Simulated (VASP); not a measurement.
Here is the system:

```yaml
crystal:
  lattice:
    - [0.00000, 3.09030, 3.09030]
    - [3.09030, 0.00000, 3.09030]
    - [3.09030, 3.09030, 0.00000]
  atoms:
    - { symbol: Pb, position: [0.00000, 0.00000, 0.00000] }
    - { symbol: Se, position: [0.50000, 0.50000, 0.50000] }
```

Calculation: vdW-DF-cx, VASP's PBE PAW potentials (set 64) (plane waves; VASP). Numerical set-up: 520 eV cut-off, 8×8×8 Γ-centred mesh, Gaussian smearing of 0.050 eV, potentials Pb_d Se.

Unless said otherwise, spin-orbit coupling is left out, though it shifts the bands of the heavy elements here.

Problem. What does the run give for the energy per atom (σ→0), pressure, band gap (on the k-mesh) with the smallest direct gap where there is one?

Solution. 
```json
{
 "band gap (on the k-mesh)": "0.35 eV",
 "smallest direct gap (on the k-mesh)": "0.35 eV",
 "energy per atom (σ→0)": "-1.812 eV/atom",
 "pressure": "-1.42 GPa"
}
```

Total energies compare only between runs with the same potentials, cut-off and functional.

The compound is PbSe in the rock salt structure. This cell is one point of a volume scan, at 1.03 of the reference volume.
